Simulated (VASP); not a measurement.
Input:

```yaml
crystal:
  lattice:
    - [0.00000, 2.69355, 2.69355]
    - [2.69355, 0.00000, 2.69355]
    - [2.69355, 2.69355, 0.00000]
  atoms:
    - { symbol: Si, position: [0.25000, 0.25000, 0.25000] }
    - { symbol: Si, position: [0.75000, 0.75000, 0.75000] }
    - { symbol: Ni, position: [0.00000, 0.00000, 0.00000] }
```

Calculation: PBE GGA with D3 dispersion (Becke-Johnson damping), VASP's PBE PAW potentials (set 64) (plane waves; VASP 6.6.1). Run with 520 eV cut-off, Gaussian smearing of 0.050 eV, potentials Si Ni.

Problem. Give the energies of bands 2 to 12 at the high-symmetry points, in eV from the Fermi level.

Solution. 
```
band      Γ      X      U       L      W
----  -----  -----  -----  ------  -----
2     -5.30  -8.14  -8.97  -10.12  -9.00
3     -5.30  -7.38  -7.53   -4.88  -7.15
4     -5.30  -4.60  -5.05   -4.88  -6.83
5     -3.60  -4.60  -4.49   -3.79  -3.81
6     -3.60  -3.69  -3.88   -3.41  -3.81
7     -0.24  -3.69  -3.50   -3.41  -3.68
8      1.69  -3.51  -2.99   -1.49  -3.25
9      1.69  -3.19  -2.70   -1.49  -2.50
10     1.69  -0.44   0.18    1.78   2.21
11     2.25   1.37   3.64    1.78   2.21
12     2.25   7.71   4.68    1.79   4.64
```

It has no gap at this level: it comes out as a metal or semimetal.

The compound is NiSi2 in the fluorite structure. It was relaxed first. The run is not spin-polarised, so no magnetic state was tried.
